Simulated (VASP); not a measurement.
Input of a VASP 6.6.1 run:

run.py

```python
from ase.calculators.vasp import Vasp
from ase.dft.bandgap import bandgap
from ase.io import read

atoms = read('LiPm3.xyz')
atoms.set_initial_magnetic_moments([4.0, 4.0, 4.0, 0.0])
calc = Vasp(
    directory='calc',
    xc='pbe',
    pp='PBE',
    setups='materialsproject',
    prec='Accurate',
    encut=520,
    ediff=1e-06,
    ismear=0,
    sigma=0.1,
    lreal=False,
    lasph=True,
    nelm=100,
    algo='Normal',
    isif=2,
    lwave=False,
    lcharg=False,
    ispin=2,
    lorbit=11,
    lmaxmix=6,
    kpts=[6, 6, 6],
    gamma=True,
)
atoms.calc = calc

print('energy (eV):', atoms.get_potential_energy())
print('free energy (eV):', atoms.get_potential_energy(force_consistent=True))
print('forces (eV/A):')
print(atoms.get_forces())
print('stress (eV/A^3, Voigt):', atoms.get_stress())
print('Fermi level (eV):', calc.get_fermi_level())
print('moment (muB):', atoms.get_magnetic_moment())
print('site moments (muB):', atoms.get_magnetic_moments())
gap, top, bottom = bandgap(calc)
print('band gap (eV):', gap, 'from (spin, k, band)', top, 'to', bottom)
```

The input LiPm3.xyz:

```xyz
4
Lattice="4.9989420000 0.0000000000 0.0000000000 0.0000000000 4.9989420000 0.0000000000 0.0000000000 0.0000000000 4.9989420000" Properties=species:S:1:pos:R:3 pbc="T T T"
Pm     0.0000000000      2.4994710000      2.4994710000
Pm     2.4994710000      0.0000000000      2.4994710000
Pm     2.4994710000      2.4994710000      0.0000000000
Li     0.0000000000      0.0000000000      0.0000000000
```

Potentials or basis: VASP PAW PBE potentials, release 64 (Pm_3, Li_sv), 4f in core.

Launch:

```sh
$ python run.py
```

(1) Estimate the net moment.

(2) Predict the band gap on the k mesh.

Results:

(1) 0.00 μB per cell.

(2) none (metal or under the smearing width).

Caveat: the magnetic or orbital state may not be the lowest; spin-orbit coupling is left out, which moves the levels of the heavy elements; the 4f electrons are frozen in the core as for a trivalent ion, so they carry no moment and show no levels.
